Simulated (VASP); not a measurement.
# Ga24CN22O (a cell with a defect) in VASP: notebook

One crystal, Ga24CN22O (a cell with a defect), is run at these levels: PBE, HSE06; tasks: relaxation of the atoms, single point.

Program: VASP 6.6.1. These are calculated values, not measurements. Logs are shortened: lines on timing, memory, paths and dates and some standing lists are left out, and cuts for length are marked.

### Step 1. Starting point

The cell holds a defect, 48 atoms: a = 8.302 Å, b = 8.302 Å, c = 8.302 Å, α = 84.34°, β = 84.34°, γ = 84.34°.

### Step 2. Relaxation of the atoms, PBE

INCAR reads:

```
PREC = Normal ; ENCUT = 450
EDIFF = 1E-6 ; ISMEAR = 0
SIGMA = 0.01 ; LREAL = Auto
LASPH = T ; NELM = 80
ALGO = Normal ; ISIF = 2
LWAVE = F ; LCHARG = F
GGA = PE ; IBRION = 2
NSW = 70 ; EDIFFG = -0.025
ICORELEVEL = 1 ; ISYM = 0
KPAR = 4 ; NCORE = 2
```

KPOINTS reads:

```
regular mesh
0
Monkhorst-Pack
  2 2 2
```

POSCAR reads:

```
Ga24CN22O
1.0
   -3.2177240000     -5.5732640000      5.2440550000
    6.4354500000      0.0000000000      5.2440550000
   -3.2177260000      5.5732640000      5.2440550000
Ga C N O
24 1 22 1
Direct
    0.8330620000      0.4997285000      0.6663955000
    0.6663953300      0.3330618300      0.9997288300
    0.9997286700      0.6663951700      0.3330621700
    0.6663953300      0.8330618300      0.4997288300
    0.9997286700      0.1663951700      0.8330621700
    0.1663953300      0.3330618300      0.4997288300
    0.4997286700      0.6663951700      0.8330621700
    0.8330620000      0.9997285000      0.1663955000
    0.3330620000      0.4997285000      0.1663955000
    0.3330620000      0.9997285000      0.6663955000
    0.1663953300      0.8330618300      0.9997288300
    0.5050026600      0.1582705300      0.3294696600
    0.6586575100      0.5108106400      0.3272360700
    0.5006485800      0.3340692500      0.6647504800
    0.8330620000      0.6663955000      0.9997285000
    0.4997286700      0.8330621700      0.1663951700
    0.8300872300      0.1642765700      0.4978290600
    0.9997286700      0.3330621700      0.1663951700
    0.3330620000      0.6663955000      0.4997285000
    0.6663953300      0.9997288300      0.8330618300
    0.1663953300      0.4997288300      0.8330618300
    0.1663953300      0.9997288300      0.3330618300
    0.9997286700      0.8330621700      0.6663951700
    0.3330620000      0.1663955000      0.9997285000
    0.6196992400      0.2901110800      0.4507704300
    0.4586046700      0.1252711700      0.7919381700
    0.7919380000      0.4586045000      0.1252715000
    0.4586046700      0.6252711700      0.2919381700
    0.7919380000      0.9586045000      0.6252715000
    0.9586046700      0.1252711700      0.2919381700
    0.2919380000      0.4586045000      0.6252715000
    0.6252713300      0.7919378300      0.9586048300
    0.1252713300      0.2919378300      0.9586048300
    0.1252713300      0.7919378300      0.4586048300
    0.9586046700      0.6252711700      0.7919381700
    0.2919380000      0.9586045000      0.1252715000
    0.7919380000      0.6252715000      0.4586045000
    0.6252713300      0.4586048300      0.7919378300
    0.9586046700      0.7919381700      0.1252711700
    0.6252713300      0.9586048300      0.2919378300
    0.1252713300      0.4586048300      0.2919378300
    0.4586046700      0.7919381700      0.6252711700
    0.7919380000      0.1252715000      0.9586045000
    0.2919380000      0.6252715000      0.9586045000
    0.2919380000      0.1252715000      0.4586045000
    0.1252713300      0.9586048300      0.7919378300
    0.4586046700      0.2919381700      0.1252711700
    0.9586046700      0.2919381700      0.6252711700
```

Potentials or basis: VASP PAW PBE potentials, release 64 (Ga_d, C, N, O).

On the command line:

```
$ cat potpaw_PBE.64/Ga_d/POTCAR potpaw_PBE.64/C/POTCAR potpaw_PBE.64/N/POTCAR potpaw_PBE.64/O/POTCAR > POTCAR
$ mpirun -np 8 vasp_std > vasp.out
```

OUTCAR:

```text
PREC = Normal
   ENCUT = 450
   EDIFF = 1E-6
   ISMEAR = 0
   LREAL = Auto
   LASPH = T
   NELM = 80
   ISIF = 2
   GGA = PE
   IBRION = 2
   NSW = 70
   EDIFFG = -0.025
   ISYM = 0

 ion  position               nearest neighbor table
   1  0.833  0.500  0.666-  48 1.97  38 1.97  37 1.97  35 1.98
   2  0.666  0.333  1.000-  43 1.97  47 1.97  38 1.97  27 1.98
   3  1.000  0.666  0.333-  41 1.97  37 1.97  39 1.97  34 1.98
   4  0.666  0.833  0.500-  37 1.97  42 1.97  40 1.97  29 1.98
   5  1.000  0.166  0.833-  46 1.97  43 1.97  48 1.97  33 1.98
   6  0.166  0.333  0.500-  45 1.97  48 1.97  41 1.97  31 1.98
[... 40 lines left out ...]
  47  0.459  0.292  0.125-   9 1.97   2 1.97  24 1.98  12 1.98
  48  0.959  0.292  0.625-   1 1.97   6 1.97   5 1.97  17 2.01

IMPORTANT INFORMATION: All symmetrisations will be switched off!
NOSYMM: (Re-)initialisation of all symmetry stuff for point group C_1.

----------------------------------------------------------------------------------------

                                     Primitive cell

  volume of cell :     564.2571

  direct lattice vectors                    reciprocal lattice vectors
    -3.217724000 -5.573264000  5.244055000    -0.051796430 -0.089714044  0.063564042
     6.435450000  0.000000000  5.244055000     0.103592859  0.000000019  0.063564042
    -3.217726000  5.573264000  5.244055000    -0.051796430  0.089714025  0.063564042

  length of vectors
     8.301513850  8.301513690  8.301514625     0.121539571  0.121539574  0.121539557

  position of ions in fractional coordinates (direct lattice)
     0.833062000  0.499728500  0.666395500
     0.666395330  0.333061830  0.999728830
     0.999728670  0.666395170  0.333062170
     0.666395330  0.833061830  0.499728830
     0.999728670  0.166395170  0.833062170
     0.166395330  0.333061830  0.499728830
[... 40 lines left out ...]
     0.458604670  0.291938170  0.125271170
     0.958604670  0.291938170  0.625271170

  ion indices of the primitive-cell ions
   primitive index   ion index
                 1           1
                 2           2
                 3           3
                 4           4
                 5           5
                 6           6
[... 40 lines left out ...]
                47          47
                48          48

----------------------------------------------------------------------------------------

 KPOINTS: regular mesh

Automatic generation of k-mesh.
 Grid dimensions read from file:
 generate k-points for:    2    2    2

 Generating k-lattice:

  Cartesian coordinates                     Fractional coordinates (reciprocal lattice)
[... 70 lines left out ...]
 conjugate gradient relaxation of ions
 non-spin polarized calculation
 Gauss-broadening in eV      SIGMA  =   0.01
  energy-cutoff  :      450.00
  volume of cell :      564.26
 maximum number of plane-waves:     12242
   NGX = 29   NGY = 29   NGZ = 29

--------------------------------------- Ionic step        1  -------------------------------------------

 number of electron     432.0000757 magnetization

 Free energy of the ion-electron system (eV)
  ---------------------------------------------------
  ext. energy  EPLUGINS =         0.00000000
  ---------------------------------------------------
  free energy    TOTEN  =      -288.74307986 eV

  energy without entropy =     -288.74307986  energy(sigma->0) =     -288.74307986

------------------------ aborting loop because EDIFF is reached ----------------------------------------

  FORCE on cell =-STRESS in cart. coord.  units (eV):
  Direction    XX          YY          ZZ          XY          YZ          ZX
  --------------------------------------------------------------------------------------
  -------------------------------------------------------------------------------------
  Total        2.1301337      1.0414258      1.4125624      1.4242483      0.2233056      0.0244269
  in kB        6.0483988      2.9570720      4.0108941      4.0440756      0.6340641      0.0693587
  external PRESSURE =       4.3387883 kB  Pullay stress =       0.0000000 kB
[... 227 lines left out ...]
  FREE ENERGIE OF THE ION-ELECTRON SYSTEM (eV)
  ---------------------------------------------------
  free  energy   TOTEN  =      -289.4587258633 eV

  energy  without entropy=     -289.4587258633  energy(sigma->0) =     -289.45872586

[... ionic steps 4 to 9 ...]

--------------------------------------- Ionic step       10  -------------------------------------------

 number of electron     432.0000570 magnetization

------------------------ aborting loop because EDIFF is reached ----------------------------------------
[... 159 lines left out ...]
--------------------------------------- Ionic step       12  -------------------------------------------

 number of electron     432.0000550 magnetization

 Free energy of the ion-electron system (eV)
  ---------------------------------------------------
  ext. energy  EPLUGINS =         0.00000000
  ---------------------------------------------------
  free energy    TOTEN  =      -289.52443107 eV

  energy without entropy =     -289.52443107  energy(sigma->0) =     -289.52443107

 the core state eigenenergies are
   1-  1s -10217.7052  2s  -1251.0843  2p  -1087.5433  3s   -137.3943  3p    -88.1404

   2-  1s -10217.3028  2s  -1250.6999  2p  -1087.1571  3s   -137.0013  3p    -87.7469

   3-  1s -10217.3413  2s  -1250.7395  2p  -1087.1966  3s   -137.0423  3p    -87.7880
[... 65 lines left out ...]
  47-  1s   -370.1945
  48-  1s   -501.1200

 E-fermi :   5.2274     XC(G=0): -11.5147

 val. band max:        5.1224300278   @ k =   0.2500   0.2500   0.2500
 cond. band min:       7.8695848986   @ k =   0.2500   0.2500   0.2500
 fundamental gap:      2.7471548707
 Fermi energy:         5.2274151733

 k-point     1 :       0.2500    0.2500    0.2500
  band No.  band energies     occupation
      1     -13.7331      2.00000
      2     -10.5521      2.00000
      3     -10.2131      2.00000
      4     -10.1807      2.00000
      5     -10.1319      2.00000
      6     -10.0404      2.00000
[... 913 lines left out ...]
    227      10.1666      0.00000
    228      10.2039      0.00000
 [bands above 228 left out]

------------------------ aborting loop because EDIFF is reached ----------------------------------------

  FORCE on cell =-STRESS in cart. coord.  units (eV):
  Direction    XX          YY          ZZ          XY          YZ          ZX
  --------------------------------------------------------------------------------------
  -------------------------------------------------------------------------------------
  Total        1.6261763      1.4973867      1.3861724      0.0808901      0.1917618      0.2640127
  in kB        4.6174390      4.2517480      3.9359611      0.2296831      0.5444971      0.7496497
  external PRESSURE =       4.2683827 kB  Pullay stress =       0.0000000 kB
[... 63 lines left out ...]
  FREE ENERGIE OF THE ION-ELECTRON SYSTEM (eV)
  ---------------------------------------------------
  free  energy   TOTEN  =      -289.5244310689 eV

  energy  without entropy=     -289.5244310689  energy(sigma->0) =     -289.52443107

 reached required accuracy - stopping structural energy minimisation
```

OSZICAR:

```text
N       E                     dE             d eps       ncg     rms          rms(c)
DAV:   1     0.718631097412E+04    0.71863E+04   -0.14262E+05  2096   0.284E+03
DAV:   2     0.158282696301E+04   -0.56035E+04   -0.53146E+04  2072   0.806E+02
DAV:   3    -0.815236631425E+02   -0.16644E+04   -0.15401E+04  2528   0.289E+02
[... 138 lines left out ...]
DAV:   4    -0.289524422088E+03    0.28209E-04   -0.16815E-04  2560   0.209E-01    0.164E-02
DAV:   5    -0.289524430420E+03   -0.83319E-05   -0.18710E-04  3248   0.503E-02    0.102E-02
DAV:   6    -0.289524430099E+03    0.32115E-06   -0.58571E-05  2552   0.839E-02    0.532E-03
DAV:   7    -0.289524430697E+03   -0.59806E-06   -0.10137E-05  2680   0.161E-02    0.445E-03
DAV:   8    -0.289524431069E+03   -0.37162E-06   -0.43584E-06  1752   0.130E-02
  12 F= -.28952443E+03 E0= -.28952443E+03  d E =-.731816E-03
```

CONTCAR:

```text
Ga24CN22O
   1.00000000000000
    -3.2177240000000000   -5.5732640000000000    5.2440550000000004
     6.4354500000000003    0.0000000000000000    5.2440550000000004
    -3.2177259999999999    5.5732640000000000    5.2440550000000004
  Ga              C               N               O
    24     1    22     1
Direct
     0.8258427374841816    0.5072252230169668    0.6663225267714920
     0.6652238263920681    0.3345530838683754    0.0018007629431143
     0.0003495338688639    0.6671887067047627    0.3325796195507807
     0.6662474004196645    0.8341306665891079    0.4983112745524634
     0.0011369507670605    0.1611028480719881    0.8412982570331410
     0.1764722894227209    0.3339813747753732    0.4949583822067670
[... 40 lines left out ...]
     0.4563068913618321    0.2914587065439819    0.1230284433920635
     0.9627628851283596    0.2926909373982184    0.6279141348517044

  0.00000000E+00  0.00000000E+00  0.00000000E+00
  0.00000000E+00  0.00000000E+00  0.00000000E+00
  0.00000000E+00  0.00000000E+00  0.00000000E+00
  0.00000000E+00  0.00000000E+00  0.00000000E+00
  0.00000000E+00  0.00000000E+00  0.00000000E+00
  0.00000000E+00  0.00000000E+00  0.00000000E+00
[... 40 lines left out ...]
  0.00000000E+00  0.00000000E+00  0.00000000E+00
  0.00000000E+00  0.00000000E+00  0.00000000E+00
```

Wall time 14 min (8 MPI ranks of Intel Xeon Platinum 8488C (Sapphire Rapids), shared host); peak memory 0.37 GiB.

What came out:

- Free energy: -289.5244 eV
- Energy gained by relaxing: 16.3 meV/atom
- Ionic steps: 12
- Largest force after relaxing: 0.024 eV/Å

Forces in eV/Å, atoms in the order of the input:
```
Ga   0.010  0.009  0.000
Ga   0.010  0.009  0.013
Ga   0.010 -0.008 -0.007
Ga  -0.011 -0.006  0.001
Ga  -0.006 -0.005 -0.004
Ga   0.014 -0.004  0.002
Ga   0.003  0.008 -0.012
Ga  -0.004 -0.012  0.004
Ga   0.004 -0.004 -0.015
Ga   0.000  0.003  0.002
Ga   0.003  0.009 -0.022
Ga  -0.007  0.003  0.009
Ga   0.011 -0.011  0.009
Ga  -0.004  0.007  0.014
Ga  -0.015  0.000  0.002
Ga   0.002  0.009  0.000
Ga   0.021  0.007  0.004
Ga   0.001  0.005  0.004
Ga  -0.001  0.001  0.006
Ga   0.005  0.000 -0.011
Ga  -0.001 -0.002  0.007
Ga  -0.002  0.003 -0.003
Ga  -0.008 -0.002 -0.015
Ga  -0.002 -0.008  0.011
C   -0.018  0.000  0.008
N    0.004 -0.001 -0.001
N   -0.021  0.000 -0.001
N   -0.007 -0.004  0.004
N   -0.011  0.001  0.007
N   -0.004 -0.010  0.004
N   -0.014 -0.006  0.001
N    0.012 -0.011 -0.005
N   -0.015  0.003 -0.002
N    0.001 -0.007 -0.002
N    0.001 -0.003  0.001
N    0.010  0.013 -0.009
N    0.002 -0.002  0.006
N    0.004  0.010 -0.007
N    0.009  0.008 -0.008
N    0.004  0.001  0.019
N    0.000  0.002  0.000
N    0.013 -0.003  0.008
N    0.004  0.004 -0.006
N    0.007 -0.005  0.011
N   -0.006 -0.005 -0.002
N    0.003 -0.001 -0.014
N   -0.008  0.003  0.001
O   -0.001  0.002 -0.015
```

Step by step:
```tsv
step	energy change (eV)	largest force (eV/Å)	pressure (GPa)
1	0.0000	2.8194	0.43
2	-0.6052	1.2681	0.59
3	-0.7156	0.4524	0.43
4	-0.7573	0.2469	0.43
5	-0.7575	0.2597	0.44
6	-0.7715	0.0970	0.43
7	-0.7731	0.1170	0.44
8	-0.7781	0.0563	0.43
9	-0.7786	0.0781	0.43
10	-0.7805	0.0373	0.43
11	-0.7806	0.0687	0.43
12	-0.7814	0.0236	0.43
```

Final structure:
```xyz
48
Lattice="-3.2177 -5.5733 5.2441 6.4355 0.0000 5.2441 -3.2177 5.5733 5.2441" Properties=species:S:1:pos:R:3 pbc="T T T"
Ga   -1.5372   -0.8890   10.4849
Ga    0.0067   -3.6974    5.2523
Ga    3.2224    1.8516    5.2447
Ga    1.6208   -0.9360   10.4812
Ga   -1.6740    4.6824    5.2626
Ga   -0.0112    1.7750    5.2724
Ga    0.0048    1.8623   10.4869
Ga    3.2154   -3.7103   10.4713
Ga    1.6061   -0.9374    5.2415
Ga   -3.2165    1.8476    5.2440
Ga    1.6036    4.6413   10.4862
Ga   -1.6041   -0.9353    5.2678
Ga   -0.0090   -1.8492    7.8523
Ga   -1.6158    0.9126    7.8565
Ga   -1.5995    0.9270   13.1006
Ga    3.2244   -1.8634    7.8515
Ga   -3.1984   -1.8509    7.7478
Ga   -1.6013   -4.6273    7.8529
Ga    1.6051    0.9157    7.8578
Ga   -4.8119    0.9288    7.8517
Ga    0.0042    3.7236    7.8546
Ga    4.8178    0.9197    7.8494
Ga    3.2105    3.7010    7.8534
Ga   -3.2185    3.7179    7.8565
C    -1.5974   -0.9239    7.2326
N    -3.2234    1.8806    7.2091
N     0.0209   -3.7325    7.2216
N     1.6354   -0.9346    7.2076
N     1.5864   -0.9383   12.4715
N    -3.2335   -3.7357    7.2123
N     0.0095    1.8854    7.2124
N     0.0105    1.8507   12.4580
N    -1.6012    4.6516    7.2051
N     3.2108    1.8488    7.2138
N    -1.6095   -0.9331   12.4427
N     4.8299   -0.9319    7.2063
N     0.0105   -1.8736    9.8545
N    -1.6136    0.9439    9.8538
N     1.6111   -4.6536    9.8329
N     3.2154   -1.8650    9.8114
N     1.6049    0.9386    4.5858
N     1.6070    0.9241    9.8347
N    -4.8122    0.9253    9.8331
N     0.0031    3.7176    9.8253
N    -1.6093    0.9464    4.5640
N     3.2229    3.7097    9.8299
N     0.0115   -1.8574    4.5665
O    -3.2348   -1.8662    9.8765
```

Core levels (eV, on the scale of the bands):
| atom | levels |
| --- | --- |
| 1 Ga | 1s -10217.7, 2s -1251.1, 2p -1087.5, 3s -137.4, 3p -88.1 |
| 2 Ga | 1s -10217.3, 2s -1250.7, 2p -1087.2, 3s -137.0, 3p -87.7 |
| 3 Ga | 1s -10217.3, 2s -1250.7, 2p -1087.2, 3s -137.0, 3p -87.8 |
| 4 Ga | 1s -10217.4, 2s -1250.8, 2p -1087.2, 3s -137.1, 3p -87.8 |
| 5 Ga | 1s -10217.7, 2s -1251.1, 2p -1087.6, 3s -137.4, 3p -88.2 |
| 6 Ga | 1s -10217.7, 2s -1251.1, 2p -1087.5, 3s -137.4, 3p -88.1 |

Caveat: the cutoff is under 1.25 times the usual one of these potentials, so pressure, stress and relaxed cells hold a basis-set (Pulay) error.

(Continued in part 2 of 2.)
